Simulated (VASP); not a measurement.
A convergence study with VASP on CuAu (L1_0): a few settings are varied, all else stays as given below, so the limit is that of these other settings. The cell's lengths are 1 % over those of the tabulated start and one atom is moved, so it is off equilibrium.

```xyz
2
Lattice="2.8280 0.0000 0.0000 0.0000 2.8280 0.0000 0.0000 0.0000 3.7067" Properties=species:S:1:pos:R:3 pbc="T T T"
Cu     0.0000     0.0000     0.0000
Au     1.4746     1.4140     1.8533
```

Level of theory: PBE GGA, VASP's PBE PAW potentials (set 64) (plane waves; VASP). The last row used: 900 eV cut-off, 10×10×8 Γ-centred mesh, first-order Methfessel-Paxton smearing of 0.10 eV, potentials Cu_pv Au.

Unless said otherwise, spin-orbit coupling is left out, though it shifts the bands of the heavy elements here. Energies of different potentials or hybrids have different zeros.

```csv
setting,E (eV/atom),pressure (GPa),largest force (eV/Å),plane waves
"ENCUT = 300, POTCAR Cu Au",-3.5290,0.71,0.198,364
"ENCUT = 400, POTCAR Cu Au",…,…,0.198,560
"ENCUT = 520, POTCAR Cu Au",-3.5255,2.12,0.198,821
"ENCUT = 700, POTCAR Cu Au",-3.5254,2.18,0.198,1272
"ENCUT = 900, POTCAR Cu Au",-3.5255,2.22,0.198,1852
"ENCUT = 300, POTCAR Cu_pv Au",-3.3436,-55.20,0.197,364
"ENCUT = 400, POTCAR Cu_pv Au",…,…,0.198,560
"ENCUT = 520, POTCAR Cu_pv Au",-3.5301,1.09,0.198,821
"ENCUT = 700, POTCAR Cu_pv Au",-3.5302,2.07,0.197,1272
"ENCUT = 900, POTCAR Cu_pv Au",-3.5300,2.06,0.197,1852
```

**Question.** What belongs in the gaps?

**Answer.** 
- ENCUT = 400, POTCAR Cu_pv Au, E (eV/atom): -3.5322
- ENCUT = 400, POTCAR Cu_pv Au, pressure (GPa): 1.28
- ENCUT = 400, POTCAR Cu Au, E (eV/atom): -3.5257
- ENCUT = 400, POTCAR Cu Au, pressure (GPa): 1.81

Left out are rungs that failed or repeat a setting and relaxations that didn't move; long series are thinned to 24 rows.

The compound is CuAu in the L1_0 structure. The cell was not relaxed at this level, it is distorted from the ideal structure.
